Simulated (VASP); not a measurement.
```yaml
crystal:
  lattice:
    - [-2.22612, 2.22612, 2.22612]
    - [2.22612, -2.22612, 2.22612]
    - [2.22612, 2.22612, -2.22612]
  atoms:
    - { symbol: Eu, position: [0.00000, 0.00000, 0.00000] }
```

Calculation: r2SCAN meta-GGA, VASP's PBE PAW potentials (set 64) (plane waves; VASP). Numerical set-up: 480 eV cut-off, 10×10×10 Γ-centred mesh, first-order Methfessel-Paxton smearing of 0.10 eV, potentials Eu_2.

The 4f electrons are frozen in the core of the lanthanide potential, so 4f levels, which can set the real gap, and their magnetism are missing.

Each relaxation starts from this cell; other phases were not tried.

**Question.** The cell is relaxed at 1 GPa. What happens?

**Answer.** The volume per atom goes from 44.13 to 40.97 Å³ (-7.2 %), and the cell becomes a = b = c = 4.3433 Å, α = β = γ = 90.00°, space group Im-3m.

**Question.** The cell is relaxed at 15 GPa. What happens?

**Answer.** The volume per atom goes from 44.13 to 24.29 Å³ (-45.0 %), and the cell becomes a = b = c = 3.6487 Å, α = β = γ = 90.00°, space group Im-3m.

Failed runs are left out, and for metals the shear rows, which the mesh's noise covers.

The compound is Eu in the bcc structure.
